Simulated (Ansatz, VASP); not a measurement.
# SiC: VASP beside Ansatz, part 2 of 2

Aim: how closely do two programs agree when they are given the same cell, functional and k mesh? The cell is taken from a series of runs on this material, whose earlier steps may have relaxed, scaled, displaced or heated it; both programs get it as it stands.

VASP 6.6.1 and Ansatz 0.2.0.

So far: The structure; VASP: relaxation of cell and atoms, PBE with D3(BJ), pair 1; Ansatz: relaxation of cell and atoms, PBE with D3(BJ), pair 1; Comparison.

## 5. Ansatz: relaxation of cell and atoms, PBE with D3(BJ), pair 2

Level of this step: Ansatz beside VASP: Kohn-Sham DFT, plane waves, PBE with D3(BJ) (Ansatz).

The relaxed volume is the usual yardstick between codes: in a stiff, nearly cubic crystal its relative difference is about their pressure difference at one cell divided by the bulk modulus.

The cell is taken from a series of runs on this material, whose earlier steps may have relaxed, scaled, displaced or heated it; both programs get it as it stands.

input.yaml reads:

```yaml
crystal:
  lattice:
    - [3.0756941497, 0.0, 0.0]
    - [-1.5378470748, 2.6636292679, 0.0]
    - [0.0, 0.0, 10.07064648]
  atoms:
    - { symbol: Si, position: [0.66666667, 0.33333333, 0.93784198] }
    - { symbol: Si, position: [0.33333333, 0.66666667, 0.43784198] }
    - { symbol: Si, position: [0.0, 0.0, 0.68789438] }
    - { symbol: Si, position: [0.0, 0.0, 0.18789438] }
    - { symbol: C, position: [0.66666667, 0.33333333, 0.74980259] }
    - { symbol: C, position: [0.33333333, 0.66666667, 0.24980259] }
    - { symbol: C, position: [0.0, 0.0, 0.50046005] }
    - { symbol: C, position: [0.0, 0.0, 0.00046005] }
kpoints:
  mp_grid: { grid: [9, 9, 4] }
hamiltonian:
  xc: pbe
  dispersion: d3bj
scf:
  occupations: { method: gaussian, width: 0.02 }
output:
  forces: true
  stress: true
  eigenvalues: true
  write_density: true
  write_potential: true
  elf: true
  volumetric_format: npy
relax:
  adjacent_minimum: "off"
  f_tol: 0.005
  max_steps: 80
  cell: { stress_tol: 0.05 }
```

Run with:

```console
$ ansatz run input.yaml --threads 4 --pin off --max-ram 7168MiB --backend cpu --events-out ev --progress --plain --runs-dir out
```

Numbers of over 12 decimals in the logs are rounded to 6 here.

Output:

```text
[...]
Crystal: 8 atoms, lattice volume = 82.504 Å³
Basis set: ecut = 420 eV, 1605 PW (Γ), exchange–correlation on 48×48×144 points (8 copies of the dense FFT grid, shifted against one another)
Bands: 24, of which v1, the nominal top of the filled ones, is band 16 counted from 1 (15 counted from 0)
Symmetry: 12 space group operations
[...]
k-points: 36 of 324 (time reversal used)
[...]
- [-1.226118555353159e-18, 0, 10.057503]
  atoms:
    - { symbol: Si, position: [0.666667, 0.333333, 0.937828] }
    - { symbol: Si, position: [0.333333, 0.666667, 0.437828] }
    - { symbol: Si, position: [0, 0, 0.687907] }
    - { symbol: Si, position: [0, 0, 0.187907] }
    - { symbol: C, position: [0.666667, 0.333333, 0.749816] }
    - { symbol: C, position: [0.333333, 0.666667, 0.249816] }
    - { symbol: C, position: [0, 0, 0.500448] }
    - { symbol: C, position: [0, 0, 0.00044838] }
[key lines of the parts left out:]
SCF converged after 11 iterations
Free energy (F): -3551.043667 eV
Fermi energy:    10.803932 eV
P = ⅓ Tr σ = -0.0008 GPa (-0.008 kbar)
```

## 6. VASP: relaxation of cell and atoms, PBE with D3(BJ), pair 2

The same cell, functional, mesh and smearing now go to VASP, with its own data sets.

INCAR reads:

```
SYSTEM = SiC
PREC = Accurate
ENCUT = 600
EDIFF = 1E-07
NELM = 120
ISMEAR = 0
SIGMA = 0.02
LREAL = .FALSE.
ALGO = Normal
GGA = PE
IVDW = 12
NBANDS = 24
LORBIT = 11
LWAVE = .FALSE.
LCHARG = .FALSE.
ISIF = 3
IBRION = 2
NSW = 80
EDIFFG = -0.005
LASPH = .TRUE.
GGA_COMPAT = .FALSE.
NELMIN = 4
EFERMI = MIDGAP
KPAR = 2
```

POSCAR reads:

```
SiC
1.0
    3.0756940000      0.0000000000      0.0000000000
   -1.5378470000      2.6636290000      0.0000000000
    0.0000000000      0.0000000000     10.0706460000
Si C
4 4
Direct
    0.6666666041      0.3333332082      0.9378420213
    0.3333333959      0.6666667918      0.4378420213
    0.0000000000      0.0000000000      0.6878944012
    0.0000000000      0.0000000000      0.1878944012
    0.6666666041      0.3333332082      0.7498026442
    0.3333333959      0.6666667918      0.2498026442
    0.0000000000      0.0000000000      0.5004600499
    0.0000000000      0.0000000000      0.0004600499
```

KPOINTS reads:

```
Automatic mesh
0
Gamma
9 9 4
0 0 0
```

The projector-augmented-wave data sets are Si and C (PBE family, release 64).

Run with:

```console
$ mpirun -np 2 vasp_std
```

Output:

```text
[... set-up lines as in an earlier step ...]
 entering main loop
       N       E                     dE             d eps       ncg     rms          rms(c)
DAV:   1     0.884429988292E+02    0.88443E+02   -0.15918E+04  1728   0.135E+03
DAV:   2    -0.600053123495E+02   -0.14845E+03   -0.13767E+03  2384   0.208E+02
DAV:   3    -0.675853595373E+02   -0.75800E+01   -0.75308E+01  2304   0.458E+01
DAV:   4    -0.676869325427E+02   -0.10157E+00   -0.10146E+00  2232   0.620E+00
[...]
DAV:  13    -0.602361953188E+02   -0.96044E-06   -0.60557E-07  2240   0.451E-03    0.232E-03
DAV:  14    -0.602361954452E+02   -0.12644E-06   -0.12295E-08  1632   0.735E-04    0.116E-03
DAV:  15    -0.602361954477E+02   -0.24584E-08   -0.20027E-08  1496   0.862E-04
   1 F= -.62650851E+02 E0= -.62650851E+02  d E =-.626509E+02
[...]
N       E                     dE             d eps       ncg     rms          rms(c)
DAV:   1    -0.602156535892E+02    0.20542E-01   -0.76563E-02  2120   0.179E+00    0.335E-01
[...]
DAV:   8    -0.602138576532E+02    0.52828E-08   -0.14770E-08  1312   0.754E-04
   2 F= -.62650778E+02 E0= -.62650778E+02  d E =0.736547E-04
 trial-energy change:    0.000074  1 .order    0.000121   -0.004632    0.004874
 step:   0.4948(harm=  0.4872)  dis= 0.00012  next Energy=   -62.652003 (dE=-0.115E-02)
[...]
N       E                     dE             d eps       ncg     rms          rms(c)
DAV:   1    -0.602268537632E+02   -0.12996E-01   -0.19471E-02  2112   0.898E-01    0.169E-01
DAV:   2    -0.602264833028E+02    0.37046E-03   -0.75131E-04  2152   0.151E-01    0.847E-02
DAV:   3    -0.602263843412E+02    0.98962E-04   -0.24974E-04  2192   0.758E-02    0.161E-02
DAV:   4    -0.602263734119E+02    0.10929E-04   -0.24364E-05  2232   0.239E-02    0.747E-03
DAV:   5    -0.602263701842E+02    0.32277E-05   -0.19101E-06  2136   0.725E-03    0.631E-03
DAV:   6    -0.602263691509E+02    0.10334E-05   -0.12044E-07  1536   0.212E-03    0.294E-03
DAV:   7    -0.602263690412E+02    0.10963E-06   -0.15906E-07  1400   0.192E-03    0.501E-04
DAV:   8    -0.602263690545E+02   -0.13288E-07   -0.23796E-08  1232   0.916E-04
   3 F= -.62652005E+02 E0= -.62652005E+02  d E =-.115394E-02
[...]
reached required accuracy - stopping structural energy minimisation
```

From OUTCAR (step 6):

```text
 Edisp (eV)   -2.43692

 Edisp (eV)   -2.42564

  Total       0.00954     0.00954    -0.00133     0.00000     0.00000    -0.00000
  in kB       0.18620     0.18620    -0.02602     0.00000     0.00000    -0.00000
  external pressure =        0.12 kB  Pullay stress =        0.00 kB

 POSITION                                       TOTAL-FORCE (eV/Angst)
 -----------------------------------------------------------------------------------
      1.53562      0.88659      9.42926        -0.000000     -0.000000     -0.000268
      0.00000      1.77318      4.40210        -0.000000     -0.000000     -0.000268
      0.00000      0.00000      6.91635         0.000000      0.000000      0.002664
      0.00000      0.00000      1.88919        -0.000000     -0.000000      0.002664
      1.53562      0.88659      7.53888         0.000000      0.000000      0.000079
      0.00000      1.77318      2.51172        -0.000000     -0.000000      0.000079
      0.00000      0.00000      5.03174         0.000000      0.000000     -0.002475
      0.00000      0.00000      0.00458        -0.000000     -0.000000     -0.002475
 -----------------------------------------------------------------------------------
    total drift:                                0.000000      0.000000     -0.000077

  FREE ENERGIE OF THE ION-ELECTRON SYSTEM (eV)
  ---------------------------------------------------
  free  energy   TOTEN  =       -62.6520051634 eV

  energy  without entropy=      -62.6520051634  energy(sigma->0) =      -62.65200516

[... 2 parts as in an earlier step ...]

[... 2 further parts left out ...]
[key lines of the parts left out:]
E-fermi :   9.4323
```

## 7. Comparison

The two programs side by side:

```tsv
quantity	Ansatz	VASP	difference
volume (Å³)	82.21	82.13	+0.10 %
edge a after relaxation, in the typed setting (Å)	3.072	3.071	+0.03 %
edge c after relaxation, in the typed setting (Å)	10.057	10.054	+0.03 %
```

## 8. Outcome

- difference in volume (relaxation of cell and atoms, PBE with D3(BJ), pair 1): 0.095 %
- difference in volume (relaxation of cell and atoms, PBE with D3(BJ), pair 2): 0.096 %

In words: The difference in volume is 0.096 % (relaxation of cell and atoms, PBE with D3(BJ), pair 2), within the 1.2 % picked in this series as the mark of a large difference, as far as the stopping tolerances let one tell. Such differences can come from data sets, numerical settings and the points named under the comparisons, not from the functional's error against experiment.

[Lines on the potential files, build, host, timing and source positions are cut from VASP's logs without a mark.]

[Logs are printed without paths, hosts, clocks, repeated set-up lines and the standing remarks that a program may print on its own settings, such as how far it seeks lower states.]

[Hosts, paths, dates, database ids (printed as entryN), source tags and the programs' standing remarks are cut or masked in the printed files.]
